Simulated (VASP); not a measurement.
An input for Ansatz (written as the equivalent of a VASP run, and not itself run):

Ansatz 0.2 input:
```yaml
crystal:
  lattice:
    - [0.0000000, 2.7246676, 2.7246676]
    - [2.7246676, 0.0000000, 2.7246676]
    - [2.7246676, 2.7246676, 0.0000000]
  atoms:
    - { symbol: Cu, position: [0.0000000, 0.0000000, 0.0000000] }
    - { symbol: I, position: [0.2500000, 0.2500000, 0.2500000] }
kpoints:
  mp_grid: { grid: [8, 8, 8] }
hamiltonian:
  xc: pbe
  pseudopotentials: { kind: paw }
scf:
  occupations: { method: gaussian, width: 0.05 }
  max_iter: 100
relax:
  max_steps: 40
  f_tol: 0.01
  cell: { p_target: 30 }
output: { forces: true, stress: true, eigenvalues: true }
```

Task: Translate this input to VASP (INCAR, KPOINTS, POSCAR, choice of POTCAR).

Result: This is not unique; one that fits is 
File POSCAR:
```
CuI
1
   -0.0000000000     2.7246675943     2.7246675943
    2.7246675943    -0.0000000000     2.7246675943
    2.7246675943     2.7246675943    -0.0000000000
Cu I
1 1
Direct
  0.0000000000   0.0000000000   0.0000000000
  0.2500000000   0.2500000000   0.2500000000
```

### KPOINTS
```
Automatic mesh
0
G
8 8 8
```

INCAR:
```
SYSTEM = CuI
PREC = Accurate
ENCUT = 480
EDIFF = 1E-7
NELM = 100
ALGO = Normal
LREAL = .FALSE.
LASPH = .TRUE.
ISMEAR = 0
SIGMA = 0.05
GGA = PE
LMAXMIX = 4
LWAVE = .FALSE.
LCHARG = .FALSE.
ISIF = 3
IBRION = 2
NSW = 40
EDIFFG = -0.01
PSTRESS = 300
```

POTCAR, in this order: Cu I (PBE.64 set). Program: vasp_std.

What does not carry over: each code has its own PAW files, so the cut-off isn't converted (ENCUT is set for VASP's; basis.ecutwfc is left out, and Ansatz then takes the one that its files recommend); Ansatz stops its SCF on the density residual and VASP on the energy change (EDIFF).

The compound is CuI in the zinc blende structure. This run relaxes it under an external pressure of 30 GPa. Symmetry was kept, so distortions that lower it aren't found.
